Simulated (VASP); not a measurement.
**A slab model of 1T-TaO2 bilayer, AA**

How does 1T-TaO2 bilayer, AA behave as a surface?

Main program and level: VASP 6.6.1; LDA; plane waves and PAW (O, Ta).

### 1. Starting point

The cell holds 6 atoms: 4 O and 2 Ta. Cell: a = 3.184 Å, b = 3.184 Å, c = 25.805 Å, α = 90.0°, β = 90.0°, γ = 120.0°. Vacuum lies along c.

### 2. Surface relaxation

The sheet's cell relaxes in its plane with the atoms, while the vacuum is kept.

Input file INCAR:

```
SYSTEM = TaO2
PREC = Normal
ENCUT = 520
EDIFF = 1E-05
NELM = 120
ISMEAR = -1
SIGMA = 0.05
LREAL = .FALSE.
ALGO = Fast
GGA = CA
NBANDS = 23
LASPH = .TRUE.
LORBIT = 11
LWAVE = .FALSE.
LCHARG = .FALSE.
KPAR = 2
IBRION = 2
NSW = 40
ISIF = 3
EDIFFG = -0.02
POTIM = 0.4
IDIPOL = 3
LDIPOL = .TRUE.
DIPOL = 0.5 0.5 0.5
LATTICE_CONSTRAINTS = .TRUE. .TRUE. .FALSE.
```

Input file POSCAR:

```
TaO2
1.0
    3.1844900000      0.0000000000      0.0000000000
   -1.5922450000      2.7578492381      0.0000000000
    0.0000000000      0.0000000000     25.8051393130
O Ta
4 2
Direct
    0.6666666667      0.3333333333      0.3487677354
    0.3333333333      0.6666666667      0.4438096426
    0.6666666667      0.3333333333      0.5561903574
    0.3333333333      0.6666666667      0.6512322646
    0.0000000000      0.0000000000      0.3962886890
    0.0000000000      0.0000000000      0.6037113110
```

Input file KPOINTS:

```
Automatic mesh
0
Gamma
12 12 1
0 0 0
```

The projector-augmented-wave data sets are O and Ta (LDA family, release 64).

Run with:

```console
$ mpirun -np 2 vasp_std
```

The program printed:

```text
[banner, memory and clock lines left out]
running    2 mpi-ranks, on    1 nodes
 distrk:  each k-point on    1 cores,    2 groups
 distr:  one band on    1 cores,    1 groups

 POSCAR found type information on POSCAR O Ta
 POSCAR found :  2 types and       6 ions
 LDA part: xc-table for (Slater(with rela. corr.)+CA(PZ))
 , standard interpolation
 POSCAR, INCAR and KPOINTS ok, starting setup
 FFT: planning ... GRIDC
 FFT: planning ... GRID_SOFT
 FFT: planning ... GRID
 WAVECAR not read
 entering main loop
       N       E                     dE             d eps       ncg     rms          rms(c)
DAV:   1     0.277823507290E+03    0.27782E+03   -0.13995E+04   874   0.118E+03
DAV:   2    -0.287391842262E+02   -0.30656E+03   -0.29728E+03  1362   0.269E+02
DAV:   3    -0.701901959136E+02   -0.41451E+02   -0.40980E+02  1149   0.112E+02
DAV:   4    -0.712858940822E+02   -0.10957E+01   -0.10928E+01  1175   0.204E+01
DAV:   5    -0.713145333531E+02   -0.28639E-01   -0.28608E-01  1113   0.298E+00    0.278E+01
RMM:   6    -0.610756477715E+02    0.10239E+02   -0.57325E+01   874   0.362E+01    0.134E+01
RMM:   7    -0.604504724748E+02    0.62518E+00   -0.65238E+00   886   0.141E+01    0.671E+00
RMM:   8    -0.604174156518E+02    0.33057E-01   -0.25894E+00   896   0.942E+00    0.133E+00
RMM:   9    -0.604881244463E+02   -0.70709E-01   -0.10246E+00  1092   0.386E+00    0.102E+00
RMM:  10    -0.604794692885E+02    0.86552E-02   -0.61646E-02   989   0.104E+00    0.860E-01
RMM:  11    -0.604641852296E+02    0.15284E-01   -0.75890E-02   891   0.118E+00    0.806E-01
RMM:  12    -0.604637897935E+02    0.39544E-03   -0.10945E-02   893   0.740E-01    0.911E-02
RMM:  13    -0.604642174207E+02   -0.42763E-03   -0.48119E-03  1067   0.294E-01    0.562E-02
RMM:  14    -0.604642459671E+02   -0.28546E-04   -0.68514E-04   962   0.111E-01    0.369E-02
RMM:  15    -0.604642810240E+02   -0.35057E-04   -0.26219E-04   940   0.485E-02    0.400E-02
RMM:  16    -0.604642827882E+02   -0.17641E-05   -0.96882E-05   692   0.294E-02
   1 F= -.60464283E+02 E0= -.60444024E+02  d E =-.604643E+02
 curvature:   0.00 expect dE= 0.000E+00 dE for cont linesearch  0.000E+00
 trial: gam= 0.00000 g(F)=  0.177E+01 g(S)=  0.564E+01 ort = 0.000E+00 (trialstep = 0.100E+01)
 search vector abs. value=  0.741E+01
 bond charge predicted
       N       E                     dE             d eps       ncg     rms          rms(c)
DAV:   1    -0.770357442464E+02   -0.16571E+02   -0.93202E+02   874   0.257E+02    0.462E+01
RMM:   2    -0.616550237087E+02    0.15381E+02   -0.10854E+02   874   0.686E+01    0.279E+01
RMM:   3    -0.603924969662E+02    0.12625E+01   -0.60232E+00   874   0.199E+01    0.134E+01
RMM:   4    -0.600725586358E+02    0.31994E+00   -0.16815E+00   874   0.905E+00    0.233E+00
RMM:   5    -0.599854342054E+02    0.87124E-01   -0.56938E-01   886   0.488E+00    0.788E-01
RMM:   6    -0.599849223647E+02    0.51184E-03   -0.63084E-02   919   0.158E+00    0.531E-01
RMM:   7    -0.599796934307E+02    0.52289E-02   -0.27591E-02   883   0.115E+00    0.141E-01
RMM:   8    -0.599799790776E+02   -0.28565E-03   -0.28069E-03   936   0.350E-01    0.128E-01
RMM:   9    -0.599801623183E+02   -0.18324E-03   -0.34329E-03   878   0.365E-01    0.856E-02
RMM:  10    -0.599802334432E+02   -0.71125E-04   -0.28454E-04   900   0.110E-01    0.643E-02
RMM:  11    -0.599806278396E+02   -0.39440E-03   -0.12339E-03   875   0.203E-01    0.483E-02
RMM:  12    -0.599807838076E+02   -0.15597E-03   -0.16320E-04   904   0.754E-02    0.590E-02
RMM:  13    -0.599807871372E+02   -0.33296E-05   -0.62450E-05   818   0.507E-02
   2 F= -.59980787E+02 E0= -.59968076E+02  d E =0.483496E+00
[... from here on, the cycles between the ionic steps are left out ...]
   3 F= -.62712354E+02 E0= -.62696370E+02  d E =-.224807E+01
   4 F= -.62715337E+02 E0= -.62699461E+02  d E =-.225105E+01
   5 F= -.62714924E+02 E0= -.62699127E+02  d E =-.225064E+01
   6 F= -.62753233E+02 E0= -.62736143E+02  d E =-.383094E-01
   7 F= -.62770966E+02 E0= -.62751413E+02  d E =-.560424E-01
   8 F= -.62771728E+02 E0= -.62752612E+02  d E =-.568048E-01
   9 F= -.62765659E+02 E0= -.62745923E+02  d E =0.606898E-02
  10 F= -.62774158E+02 E0= -.62754828E+02  d E =-.242937E-02
  11 F= -.62774150E+02 E0= -.62754806E+02  d E =-.242122E-02
  12 F= -.62774155E+02 E0= -.62754820E+02  d E =-.242653E-02
 curvature:  -0.12 expect dE=-0.101E-04 dE for cont linesearch -0.988E-06
 ZBRENT: accuracy reached
 trial: gam= 0.03329 g(F)=  0.746E-04 g(S)=  0.126E-04 ort =-0.330E-03 (trialstep = 0.101E+01)
 search vector abs. value=  0.793E-04
 bond charge predicted
       N       E                     dE             d eps       ncg     rms          rms(c)
DAV:   1    -0.627742115521E+02   -0.53491E-04   -0.13766E-02   902   0.852E-01    0.179E-02
RMM:   2    -0.627742316080E+02   -0.20056E-04   -0.23940E-04   845   0.107E-01    0.851E-03
RMM:   3    -0.627742321034E+02   -0.49539E-06   -0.17458E-05   480   0.307E-02
  13 F= -.62774232E+02 E0= -.62754894E+02  d E =-.771406E-04
 ZBRENT: can't locate minimum, use default step
 trial-energy change:   -0.000077  1 .order   -0.000074   -0.000077   -0.000071
 step:   4.0402(harm= 12.6432)  dis= 0.00299  next Energy=   -62.774637 (dE=-0.482E-03)
 reached required accuracy - stopping structural energy minimisation
```

It took 99 s on 2 MPI ranks of Intel Xeon 6975P-C (Granite Rapids), shared host; peak memory 0.47 GiB.

Lines that name or quote the potential files are left out of all logs, and their timing lines are given in words.

OUTCAR, selected parts (step 2):

```text
ion  position               nearest neighbor table
   1  0.667  0.333  0.349-   5 2.21   5 2.21   5 2.21
   2  0.333  0.667  0.444-   5 2.21   5 2.21   5 2.21
   3  0.667  0.333  0.556-   6 2.21   6 2.21   6 2.21
   4  0.333  0.667  0.651-   6 2.21   6 2.21   6 2.21
   5  0.000  0.000  0.396-   1 2.21   2 2.21   1 2.21   2 2.21   1 2.21   2 2.21
   6  0.000  0.000  0.604-   3 2.21   4 2.21   3 2.21   4 2.21   3 2.21   4 2.21

  LATTYP: Found a hexagonal cell.
 ALAT       =     3.1844900000
 C/A-ratio  =     8.1033821155

 Subroutine GETGRP returns: Found 12 space group operations
 (whereof 12 operations were pure point group operations)

The static configuration has the point symmetry D_3d.

 Found     19 irreducible k-points:

   k-points           NKPTS =     19   k-points in BZ     NKDIM =     19   number of bands    NBANDS=     23

   dimension x,y,z NGX =    18 NGY =   18 NGZ =  144
   dimension x,y,z NGXF=    36 NGYF=   36 NGZF=  288

   ENCUT  =  520.0 eV  38.22 Ry    6.18 a.u.   5.92  5.92 47.98*2*pi/ulx,y,z

   NELECT =      34.0000    total number of electrons

 k-points in reciprocal lattice and weights: Automatic mesh
   0.00000000  0.00000000  0.00000000       0.007
   0.08333333 -0.00000000  0.00000000       0.042
   0.16666667  0.00000000  0.00000000       0.042
   0.25000000 -0.00000000  0.00000000       0.042
   0.33333333  0.00000000  0.00000000       0.042
   0.41666667 -0.00000000  0.00000000       0.042
   0.50000000 -0.00000000  0.00000000       0.021
   0.08333333  0.08333333  0.00000000       0.042
   0.16666667  0.08333333  0.00000000       0.083
[...]
0.33333333  0.25000000  0.00000000       0.083
   0.33333333  0.33333333  0.00000000       0.014

 dipolmoment           0.000000      0.000000     -0.000000 electrons x Angstroem

 average (electrostatic) potential at core
       1 -79.6474       2 -79.6511       3 -79.6511       4 -79.6474       5 -45.4932
       6 -45.4932

 E-fermi :  -1.6434

 k-point     1 :       0.0000    0.0000    0.0000
  band No.  band energies     occupation
    ...
     12      -6.1133      2.00000
     13      -5.7073      2.00000
     14      -5.7073      2.00000
     15      -5.6990      2.00000
     16      -5.6990      2.00000
     17      -1.5075      0.12396
     18      -1.5075      0.12395
     19      -1.5028      0.11342
     20      -1.5028      0.11342
     21       0.0955      0.00000
    ...

 k-point     2 :       0.0833   -0.0000    0.0000
  band No.  band energies     occupation
    ...
     12      -6.1283      2.00000
     13      -6.1000      2.00000
     14      -5.9441      2.00000
     15      -5.8544      2.00000
     16      -5.8439      2.00000
     17      -1.5516      0.27531
     18      -1.5374      0.21450
     19      -1.2922      0.00178
     20      -1.2879      0.00163
     21       0.0995      0.00000
    ...

 k-point     3 :       0.1667    0.0000    0.0000
  band No.  band energies     occupation
    ...
     14      -6.1514      2.00000
     15      -5.9044      2.00000
     16      -5.7000      2.00000
     17      -1.7089      1.57511
     18      -1.6775      1.32833
     19      -0.7643      0.00000
     20      -0.7607      0.00000
     21       0.1422      0.00000
     22       0.2094      0.00000
     23       2.1054      0.00000

  Total       -0.0318739     -0.0318739     -0.4030502     -0.0000000      0.0000000      0.0000000
  in kB       -0.2547696     -0.2547696     -3.2216025     -0.0000000      0.0000000      0.0000000
  external PRESSURE =      -1.2437139 kB  Pullay stress =       0.0000000 kB

  energy-cutoff  :      520.00
  volume of cell :      200.45
      direct lattice vectors                 reciprocal lattice vectors
     2.994887291  0.000000000  0.000000000     0.333902382  0.192778630  0.000000000
    -1.497443645  2.593648475  0.000000000     0.000000000  0.385557260  0.000000000
     0.000000000  0.000000000 25.805139313     0.000000000  0.000000000  0.038751971

 POSITION                                       TOTAL-FORCE (eV/Angst)
 -----------------------------------------------------------------------------------
      1.49744      0.86455      9.11882        -0.000000     -0.000000      0.017603
     -0.00000      1.72910     11.34015         0.000000     -0.000000      0.013695
      1.49744      0.86455     14.46499        -0.000000      0.000000     -0.013695
     -0.00000      1.72910     16.68632         0.000000      0.000000     -0.017603
      0.00000      0.00000     10.22930         0.000000     -0.000000      0.018250
      2.99489      0.00000     15.57584         0.000000      0.000000     -0.018250
 -----------------------------------------------------------------------------------
    total drift:                                0.000000     -0.000000      0.000000

  FREE ENERGIE OF THE ION-ELECTRON SYSTEM (eV)
  ---------------------------------------------------
  free  energy   TOTEN  =       -62.7742321034 eV

  energy  without entropy=      -62.7355558013  energy(sigma->0) =      -62.75489395

 reached required accuracy - stopping structural energy minimisation

 vacuum level on the upper side and lower side of the slab         3.812         3.812

 total charge
# of ion       s       p       d       tot
------------------------------------------
    1        1.561   3.453   0.000   5.014
    2        1.561   3.452   0.000   5.013
    3        1.561   3.452   0.000   5.013
    4        1.561   3.453   0.000   5.014
    5        0.613   1.069   3.537   5.219
    6        0.613   1.069   3.537   5.219
--------------------------------------------------
tot          7.470  15.948   7.073  30.491

[... 3 further parts left out ...]
```

CONTCAR:

```
TaO2
   1.00000000000000
     2.9948872906616186    0.0000000000000000    0.0000000000000000
    -1.4974436453308093    2.5936484751861379    0.0000000000000000
     0.0000000000000000    0.0000000000000000   25.8051393130000015
  O               Ta
     4     2
Direct
     0.6666666667000030    0.3333333332999970    0.3533722949663991
     0.3333333332999970    0.6666666667000030    0.4394530127260972
     0.6666666667000030    0.3333333332999970    0.5605469872739027
     0.3333333332999970    0.6666666667000030    0.6466277050336007
     0.0000000000000000    0.0000000000000000    0.3964056806909974
     1.0000000000000000    0.0000000000000000    0.6035943193090024
```

After so large a change of volume the plane waves of the start cell no longer fit, so the final stress carries a basis-set error. The data set Ta keeps the semicore shell frozen, which is cheaper and a little less accurate. The run keeps the 12 symmetry operations of its start, so it cannot find a distortion of lower symmetry.

Relaxation path:

```tsv
step	energy less that of the first step (eV)	largest force (eV/Å)	pressure (GPa)	volume (Å³)
1	0.0000	3.4153	-13.89	226.63
2	0.4835	4.5796	27.61	169.67
3	-2.2481	0.6733	-0.96	196.18
4	-2.2511	0.5671	-0.37	195.37
5	-2.2506	0.4829	0.05	194.77
6	-2.2889	0.2340	0.22	196.72
7	-2.3067	0.2015	0.56	199.94
8	-2.3074	0.1414	0.51	199.43
9	-2.3014	0.2199	-1.20	202.30
10	-2.3099	0.0212	-0.06	200.41
11	-2.3099	0.0230	-0.14	200.47
12	-2.3099	0.0206	-0.12	200.44
13	-2.3099	0.0183	-0.12	200.45
```

```tsv
cell as run	before	after	change
a (Å)	3.184	2.995	-6.0 %
b (Å)	3.184	2.995	-6.0 %
```

The atoms that moved most (Å, along periodic axes as changes of fractional coordinates times the final cell, across vacuum about the mean position):

```tsv
atom	dx	dy	dz	length
O4	0.000	0.000	-0.119	0.119
O1	0.000	0.000	0.119	0.119
O3	0.000	0.000	0.112	0.112
O2	0.000	0.000	-0.112	0.112
```

Final coordinates:

```xyz
6
Lattice="2.9949 0.0000 0.0000 -1.4974 2.5936 0.0000 0.0000 0.0000 25.8051" Properties=species:S:1:pos:R:3
O     1.4974    0.8645    9.1188
O     0.0000    1.7291   11.3401
O     1.4974    0.8645   14.4650
O     0.0000    1.7291   16.6863
Ta    0.0000    0.0000   10.2293
Ta    0.0000    0.0000   15.5758
```

This step gave:

```
electronic cycles                               : 98
electrons                                       : 34
free energy (TOTEN)                             : -62.7742 eV
energy at zero smearing                         : -62.7549 eV
Fermi energy                                    : -1.643 eV
labelled metallic, from the levels on this mesh : yes
dipole moment                                   : 0, 0, 0 e·Å
```

The run ended after 13 ionic steps, 2.310 eV below its first step, once forces and stress met EDIFFG = -0.02.

An edge in the plane moved by 6 %, while the plane waves stayed those of the start. The cell reached is therefore not relaxed on a basis of its own, and a second relaxation, which would tell, was not made.

Only the dipole across the slab is computed (IDIPOL = 3); zeros along the plane are no results.

[end of part 1 of 3]

[Lines on the potential files, build, host, timing and source positions are cut from VASP's logs without a mark.]

[Logs are printed without paths, hosts, clocks, repeated set-up lines and the standing remarks that a program may print on its own settings, such as how far it seeks lower states.]

[Hosts, paths, dates, database ids (printed as entryN), source tags and the programs' standing remarks are cut or masked in the printed files.]

[In band tables of VASP the shares of atoms and orbitals are scaled to a sum of 1 inside the atoms' spheres.]

[Runs that stopped without an error message from VASP are left out.]
